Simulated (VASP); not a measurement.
A run of VASP 6.6.1:

INCAR

```
SYSTEM = Li5Mg11
PREC     = Accurate       ! precision mode
ENCUT    = 520            ! plane-wave cutoff, eV
EDIFF    = 1E-7           ! SCF threshold, eV
ISMEAR   = -1             ! smearing method
SIGMA    = 0.05           ! smearing width, eV
LREAL    = Auto         
LASPH    = .True.         ! aspherical terms in the spheres
NELM     = 100            ! most SCF steps
ALGO     = Fast           ! electronic algorithm
ISIF     = 2              ! what is computed and relaxed
LWAVE    = .False.        ! write WAVECAR
LCHARG   = .True.         ! write CHGCAR
GGA      = PE             ! functional
LELF     = .True.         ! ELF
LVHAR    = .True.       
NBANDS   = 32             ! bands
ISYM     = 0
```

The input KPOINTS:

```
Automatic mesh
0
Gamma
  1 1 1
  0.25 0.25 0.25
```

Contents of POSCAR:

```
Li5Mg11
1.0
    6.9874180000      0.1521120000      0.1432780000
    0.1521120000      7.2620990000     -0.0841100000
    0.1432780000     -0.0841100000      7.1109010000
Mg Li
11 5
Direct
    0.5501345753      0.7532259193      0.1344104847
    0.8014313913      0.4613729803     -0.0134039843
   -0.0244375025      0.6960688683      0.6514302068
    0.0574183062      0.2923079173      0.6875288010
    0.2129168759      0.8781182193      0.4050131227
    0.3505288328      0.4994004502      0.9015949599
    0.1311854362      0.1897697160      0.1380970631
    0.0041393486      0.7754154958      0.1188294029
    0.5671043531      0.7724633592      0.6339765264
    0.3394485407      0.4681843865      0.3558026586
    0.4701569629      0.1355358155      0.5165144007
    0.7570090012      0.0388855285      0.8667187078
    0.2608732741      0.9646428674      0.8357503094
    0.6285837128      0.3880656985      0.7037884494
    0.8669851480      0.0021268969      0.4294088745
    0.7755060058      0.4646394066      0.3907518711
```

Potentials or basis: VASP PAW PBE potentials, release 64 (Mg, Li_sv).

Launch:

```console
$ cat potpaw_PBE.64/Mg/POTCAR potpaw_PBE.64/Li_sv/POTCAR > POTCAR
$ mpirun -np 1 vasp_std > vasp.out
```

Hardware: 1 thread of Intel(R) Xeon(R) Platinum 8375C CPU @ 2.90GHz (Ice Lake), on a shared host.

**Question.** Estimate the wall time of this run.

**Answer.** It took 3.3 min on 1 thread of Intel(R) Xeon(R) Platinum 8375C CPU @ 2.90GHz (Ice Lake), with other jobs on the host, peak memory 0.36 GiB. Counts: scf iterations 43, k points 1.
